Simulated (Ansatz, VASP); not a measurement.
**TiSCl in two plane-wave programs**

Aim: how closely do two programs agree when they are given the same cell, functional and k mesh? Of the first pair: The structure shown is the start of the Ansatz relaxation below; VASP solves that cell, so the two are compared at the walk's first step.

Program: Ansatz 0.2.0. Level of theory: plane waves, with VASP 6.6.1 beside it; single point at PBEsol with D3(BJ). Results are calculated unless marked as measured.

### Step 1. Set-up

The cell holds 6 atoms: 2 Cl, 2 S and 2 Ti. Its edges and angles: a = 3.444 Å, b = 4.821 Å, c = 20.062 Å, α = 90.0°, β = 90.0°, γ = 90.0°. It derives from TiSCl. As first built, before any earlier steps moved the atoms (in the runner's words): kind sheets cut from a layered crystal; sheets 1. Vacuum lies along c.

### Step 2. Ansatz: relaxation, PBEsol with D3(BJ)

Ansatz runs on its default PAW (the set named soft_2) files.

The two programs are compared at the cell with which this relaxation starts, whose forces are those of its first step.

input.yaml reads:

```yaml
crystal:
  lattice:
    - [3.443953532, 0.0, 0.0]
    - [0.0, 4.821100834, 0.0]
    - [0.0, 0.0, 20.0621812209]
  atoms:
    - { symbol: Cl, position: [0.73034511, 0.75, 0.626162284] }
    - { symbol: S, position: [0.231592227, 0.25, 0.546577883] }
    - { symbol: Ti, position: [0.229994292, 0.75, 0.539311234], spin: 0.6 }
    - { symbol: Ti, position: [0.73149165, 0.25, 0.460688766], spin: -0.6 }
    - { symbol: S, position: [0.729893715, 0.75, 0.453422117] }
    - { symbol: Cl, position: [0.231140832, 0.25, 0.373837716] }
magnetization:
  spin_polarized: true
kpoints:
  mp_grid: { grid: [10, 6, 1] }
scf:
  occupations: { method: fermi_dirac, width: 0.05 }
  n_extra_bands: 8
hamiltonian:
  xc: pbesol
  pseudopotentials: { kind: paw }
  dispersion: d3bj
output:
  forces: true
  write_potential: true
  volumetric_format: []
relax:
  f_tol: 0.03
  max_steps: 45
  cell: { fix: [c, alpha, beta] }
```

The run is started by

```sh
> ansatz run input.yaml --threads 4 --pin off --max-ram 8192MiB --backend cpu --events-out ev --progress --plain --runs-dir out
```

Numbers of over 12 decimals in the logs are rounded to 6 here.

Log:

```text
scf.n_extra_bands = 8 over 25 filled bands (N_el = 50.0): the run solves 33 bands
Engine: ansatz 0.2.0, aarch64-unknown-linux-gnu
Pseudopotentials: kind: paw
Pseudopotential: Cl, paw, valence charge 7, recommended cutoff 420 eV (normal), Cl.paw.azcp
Pseudopotential: S, paw, valence charge 6, recommended cutoff 420 eV (normal), S.paw.azcp
Pseudopotential: Ti, paw, valence charge 12, recommended cutoff 420 eV (normal), Ti.paw.azcp
Functional definition: PBEsol
  exchange = pbesol_x
  correlation = pbesol_c
Crystal: 6 atoms, lattice volume = 333.105 Å³
Basis set: ecut = 420 eV, 6453 PW (Γ), exchange–correlation on 48×72×270 points (8 copies of the dense FFT grid, shifted against one another)
Bands: 33, of which v1, the nominal top of the filled ones, is band 25 counted from 1 (24 counted from 0)
Symmetry: 2 space group operations
Space group: Pm (ITA 6), of the structure as read, at distance tolerance 6.9e-5 Å
Magnetic group: BNS 11.52 (UNI 59), of the structure as read, at distance tolerance 6.9e-5 Å
k-points: 24 of 60 (time reversal used)
Non-local potential: Cl, projectors of the file, l = 0: 2, l = 1: 2, l = 2: 2
Non-local potential: S, projectors of the file, l = 0: 2, l = 1: 2, l = 2: 2
Non-local potential: Ti, projectors of the file, l = 0: 3, l = 1: 2, l = 2: 3, l = 3: 1
PAW form: soft (Blöchl's): semilocal exchange-correlation on the pseudo side does not see the compensation charge
PAW frozen core: Cl, regenerated for the run's functional, and the local potential with it (the file was generated under x = pbe(κ = 0.804, μ = 0.219515), c = pbe(β = 0.066725))
PAW frozen core: S, regenerated for the run's functional, and the local potential with it (the file was generated under x = pbe(κ = 0.804, μ = 0.219515), c = pbe(β = 0.066725))
PAW frozen core: Ti, regenerated for the run's functional, and the local potential with it (the file was generated under x = pbe(κ = 0.804, μ = 0.219515), c = pbe(β = 0.066725))
PAW one-centre angular grid: Cl, 110 points (default); XC on 64 Gauss nodes
PAW one-centre angular grid: S, 110 points (default); XC on 64 Gauss nodes
PAW one-centre angular grid: Ti, 590 points (default); XC on 64 Gauss nodes
Initial density: superposition of atomic densities (neutral atoms: chi_scale 0, normalization atom)
Starting moments: Σ|m| = 1.2 μB on 2 of 6 sites
Starting magnetic order: antiferromagnet; an inversion exchanges its spin sublattices: spin-degenerate at every k-point
Initial wavefunctions: pseudopotential atomic-orbital guess
Functional: x = pbesol(κ = 0.804, μ = 0.123457), c = pbesol(β = 0.046)
SCF iter   1: F=—  HF=-8851.489872 eV  |F-HF|=—  |Δ(HF+E_count)|=         —  Δρ=1.57e-2 (↑1.57e-2 ↓1.57e-2)  dr2=4.02e0  dr2_m=7.09e-2  M=-0.000 μB ∫|m|=0.771 μB  β_m=0.30  ethr=3.10e-3  ⟨swp⟩=9.6  Hψ=8525  notcnv=0  defer=5
Mixer restart at iter 1: flushing history
preconditioner: auto → LDOS  [metal: Δε(μ)=0.057 eV  Ē_g=8.613 eV  σ=0.050 eV  W_gap=0.28  n_scr=40 (ndim 8)  ℏωp=11.9 eV  f_vac=0.617  D(μ)=2.48/eV (n_scr^D=6)]
spin=Collinear: LDOS preconditioning applied to the charge; magnetization (m = ρ↑ − ρ↓) channel mixes plain (no charge-response kernel on spin).
SCF iter   2: F=—  HF=-8850.374046 eV  |F-HF|=—  |Δ(HF+E_count)|=    1.12e0  Δρ=9.73e-3 (↑9.73e-3 ↓9.73e-3)  dr2=1.39e0  dr2_m=3.64e-2  M=-0.000 μB ∫|m|=0.751 μB  β_m=0.46  ethr=3.10e-3  ⟨swp⟩=2.0  Hψ=2874  notcnv=0  defer=42
SCF iter   3: F=—  HF=-8849.881191 eV  |F-HF|=—  |Δ(HF+E_count)|=   4.93e-1  Δρ=3.06e-3 (↑3.06e-3 ↓3.06e-3)  dr2=6.56e-2  dr2_m=7.85e-3  M=0.000 μB ∫|m|=0.668 μB  β_m=0.57  ethr=2.78e-3  ⟨swp⟩=2.5  Hψ=2656  notcnv=0  defer=42
SCF iter   4: F=—  HF=-8849.902359 eV  |F-HF|=—  |Δ(HF+E_count)|=         —  Δρ=3.08e-3 (↑3.08e-3 ↓3.08e-3)  dr2=5.41e-3  dr2_m=2.74e-2  M=0.000 μB ∫|m|=0.346 μB  β_m=0.57  ethr=1.31e-4  ⟨swp⟩=3.0  Hψ=2803  notcnv=0  defer=28
SCF iter   5: F=—  HF=-8849.901202 eV  |F-HF|=—  |Δ(HF+E_count)|=   1.16e-3  Δρ=1.77e-3 (↑1.77e-3 ↓1.77e-3)  dr2=3.87e-4  dr2_m=9.42e-3  M=0.000 μB ∫|m|=0.265 μB  β_m=0.78  ethr=1.08e-5  ⟨swp⟩=2.4  Hψ=3011  notcnv=0  defer=28
SCF iter   6: F=—  HF=-8849.901915 eV  |F-HF|=—  |Δ(HF+E_count)|=   7.14e-4  Δρ=5.44e-4 (↑5.44e-4 ↓5.44e-4)  dr2=4.50e-4  dr2_m=8.33e-4  M=-0.000 μB ∫|m|=0.108 μB  β_m=0.88  ethr=7.73e-7  ⟨swp⟩=3.0  Hψ=3692  notcnv=0  defer=28
SCF iter   7: F=—  HF=-8849.902237 eV  |F-HF|=—  |Δ(HF+E_count)|=   3.22e-4  Δρ=1.82e-4 (↑1.82e-4 ↓1.82e-4)  dr2=1.13e-4  dr2_m=8.18e-5  M=-0.000 μB ∫|m|=0.037 μB  β_m=0.87  ethr=7.73e-7  ⟨swp⟩=2.1  Hψ=2792  notcnv=0  defer=28
SCF iter   8: F=—  HF=-8849.902268 eV  |F-HF|=—  |Δ(HF+E_count)|=   3.08e-5  Δρ=6.00e-5 (↑5.99e-5 ↓6.00e-5)  dr2=3.88e-5  dr2_m=4.71e-6  M=-0.000 μB ∫|m|=0.004 μB  β_m=0.78  ethr=2.26e-7  ⟨swp⟩=2.0  Hψ=2754  notcnv=0  defer=28
[...]
SCF iter   3: F=—  HF=-8850.016820 eV  |F-HF|=—  |Δ(HF+E_count)|=   4.42e-8  Δρ=1.46e-6 (↑1.46e-6 ↓1.46e-6)  dr2=1.33e-8  dr2_m=1.41e-11  M=-0.000 μB ∫|m|=0.000 μB  β_m=0.55  ethr=1.41e-10  ⟨swp⟩=2.2  Hψ=2530  notcnv=0
SCF iter   4: F=—  HF=-8850.016820 eV  |F-HF|=—  |Δ(HF+E_count)|=   4.06e-8  Δρ=4.00e-7 (↑4.00e-7 ↓4.00e-7)  dr2=8.81e-10  dr2_m=5.97e-12  M=-0.000 μB ∫|m|=0.000 μB  β_m=0.61  ethr=2.66e-11  ⟨swp⟩=2.3  Hψ=2425  notcnv=0
SCF iter   5: F=—  HF=-8850.016820 eV  |F-HF|=—  |Δ(HF+E_count)|=   2.16e-8  Δρ=1.22e-7 (↑1.22e-7 ↓1.21e-7)  dr2=6.77e-11  dr2_m=2.30e-12  M=-0.000 μB ∫|m|=0.000 μB  β_m=0.71  ethr=1.76e-12  ⟨swp⟩=2.4  Hψ=2624  notcnv=0
SCF iter   6: F=—  HF=-8850.016820 eV  |F-HF|=—  |Δ(HF+E_count)|=   4.62e-9  Δρ=1.87e-8 (↑1.87e-8 ↓1.86e-8)  dr2=1.54e-12  dr2_m=6.22e-13  M=-0.000 μB ∫|m|=0.000 μB  β_m=0.72  ethr=1.00e-12  ⟨swp⟩=1.4  Hψ=1601  notcnv=0
SCF iter   7: F=-8850.016820 eV  HF=-8850.016820 eV  |F-HF|=1.82e-11  |Δ(HF+E_count)|=  3.27e-11  Δρ=8.06e-9 (↑8.06e-9 ↓7.89e-9)  dr2=3.56e-13  dr2_m=7.86e-14  M=-0.000 μB ∫|m|=0.000 μB  ethr=1.00e-12  ⟨swp⟩=6.0  Hψ=7724  notcnv=0
the starting moments were not kept: the SCF closed with an absolute magnetisation of 1.3e-6 μB, where they sum to 1.2 μB in size (2 sites). That is at most 0.1 of that sum. Measured as dr2_m measures the in/out step, that magnetisation stands 3.7e-13 eV from none, at or under the dr2_threshold of 6.0e-11 eV: it is no larger than a step whose dr2_m would equal this threshold.
SCF 5 converged in 7 iterations: F = -8850.016820 eV  dr2 = 3.56e-13
relax step   5: F+E_penalty+E_count = -8850.01681958 eV  Δ(F+E_penalty+E_count) = +3.274e-4 eV  max|allowed force component| = 1.375e-2 eV/Å  Δτ_max = 0.0000 Å  P = +0.016 GPa  Ω = 314.109 Å³  fix = [c, alpha, beta]  reactions: c +0.033 GPa; beta +0.001 GPa/rad  stress off target by 1.07e-2 GPa on what of the cell is left free  SCF on the basis re-selected at this cell (its energy is not comparable with the rows above)  (7 SCF iters)
basis re-selected at this cell: Δ(F+E_penalty+E_count) = +3.274e-4 eV, ΔP = +0.001 GPa vs the last step (what re-selecting the basis moved, of the pressure what is left beyond the Pulay correction that the steps carried, after the strain that the cell walked since its last selection, with what the two solves' SCF thresholds leave and, on support functions, any second-order correction that the steps lacked; it is no measure of the basis error at this ecutwfc). The dense FFT grid was sized anew with the basis: this SCF ran on 24×32×135 points, the steps before it on 24×36×135, so part of this shift can come from that change (see relax.cell in the input reference). [rest of the remark cut]
WARN: The output density's exchange-correlation potential varies sharply where the density is thin. Do not read a vacuum level from v_tot or v_xc, or from such a field of the output density. On a cell that repeats whose density bears no net charge and no dipole along the vacuum's axis use v_es (v_loc + v_h of the components); under efield.dipole_correction with no amplitude use v_es + v_field, which holds any externa [...]
SCF converged after 7 iterations
Magnetization: -0.0000 μB (25.0000 up, 25.0000 down)
Absolute magnetization: 0.0000 μB (∫|ρ↑−ρ↓|, with the PAW one-centre terms)
Spin contamination: 0.0000 ħ² per cell (⟨S²⟩ above its minimum at these occupations)
Per-site moments (μB) at R_I (Å): [(7.118472143486233e-9, 0.996137), (1.5914423343217616e-8, 0.976040), (-4.449371559847245e-7, 0.976040), (4.4143834477550005e-7, 0.976040), (-1.4591112651304289e-8, 0.976040), (-7.03277030320472e-9, 0.996137)]
Free energy (F): -8850.016820 eV
Harris-Foulkes:  -8850.016820 eV  (|F-HF|=1.82e-11)
Internal energy: -8849.998822 eV  (E = F + TS)
E sigma→0 (E₀):  -8850.007821 eV
Entropy (-TS):   -0.017998 eV (-3.000 meV/atom)
Fermi energy:    -0.446666 eV
--- Per-component energies (eV) ---
  E_band       = -874.128793
  E_kinetic    = 1085.840339
  E_local      = -28241.940266  (includes V_loc(G=0)·N_el)
  E_nonlocal   = 131.653635
  E_hartree    = 13579.477196
  E_xc         = -601.025659
  E_vxc        = -665.043162  (∫ρ·V_xc dr)
  E_paw        = -4495.871628  (= ΣΔE_a)
  E_vpaw       = -343.594211  (= ΣTr[D̂ρ^β])
  E_aug_tail   = 0.000435  (compensation charges beyond the density's cutoff)
  E_ewald      = 9692.662713
  E_disp       = -1.355119  (pairwise vdW)
  E_core_change = 0.559531  (= ΣΔE_core)
  E_smearing   = -0.017998  (= −TS)
  E_closure    = -0.000000  (closes the sum)
  Σ components = -8850.016820   (vs F -8850.016820, Δ=0.00e0)
--- Forces (eV/Å), atoms counted from 1 ---
  atom   1  Cl    -0.00087082     0.00000000     0.01374800
  atom   2  S     -0.00006471     0.00000000     0.00754923
  atom   3  Ti     0.00172432     0.00000000    -0.00433515
  atom   4  Ti    -0.00172421     0.00000000     0.00433542
  atom   5  S      0.00006463     0.00000000    -0.00754925
  atom   6  Cl     0.00087090     0.00000000    -0.01374839
  max |Σ_I F_I| component: 1.25e-7 eV/Å
--- Stress (GPa, compression-positive) ---
        0.004055       0.000000      -0.000947
        0.000000       0.010673       0.000000
       -0.000947       0.000000       0.033156
  P = ⅓ Tr σ = 0.0160 GPa (0.160 kbar)
--- Band table (eV; the first three rows and the last of 48) ---
  k-point 0 ↑: bands = [... 21 lower, -2.9931, -2.2693, -1.8087, -1.1328, -0.7111, -0.1740, -0.1387, 0.2433, ... 4 higher]
  k-point 1 ↑: bands = [... 21 lower, -2.9227, -2.6878, -2.1565, -1.0514, -0.2407, -0.0891, -0.0715, 0.5981, ... 4 higher]
  k-point 2 ↑: bands = [... 21 lower, -3.0475, -2.6150, -2.5526, -0.8459, -0.2856, 0.4643, 0.4704, 0.9883, ... 4 higher]
  k-point 23 ↓: bands = [... 21 lower, -4.5137, -3.1428, -3.1428, 0.6412, 0.6412, 0.7299, 0.7299, 1.3151, ... 4 higher]
--- Relaxed structure (4 steps of the walk, 4 accepted, 1 SCFs on fresh bases) ---
  F+E_penalty+E_count = -8850.01681958 eV   max|allowed force component| = 1.375e-2 eV/Å   (the final SCF, on the basis selected at the relaxed cell)
  cell:  # Å, volume = 314.1090 Å³
    - [3.320083, 0, 0]
    - [0, 4.715777, 0]
    - [0, 0, 20.0621812209]
  atoms:
    - { symbol: Cl, position: [0.730750, 0.75, 0.626121] }
    - { symbol: S, position: [0.230786, 0.25, 0.548538] }
    - { symbol: Ti, position: [0.230658, 0.75, 0.538687] }
    - { symbol: Ti, position: [0.730828, 0.25, 0.461313] }
    - { symbol: S, position: [0.730700, 0.75, 0.451462] }
    - { symbol: Cl, position: [0.230736, 0.25, 0.373879] }
```

(Continued in part 2 of 2.)

[Lines on the potential files, build, host, timing and source positions are cut from VASP's logs without a mark.]

[Logs are printed without paths, hosts, clocks, repeated set-up lines and the standing remarks that a program may print on its own settings, such as how far it seeks lower states.]

[Hosts, paths, dates, database ids (printed as entryN), source tags and the programs' standing remarks are cut or masked in the printed files.]
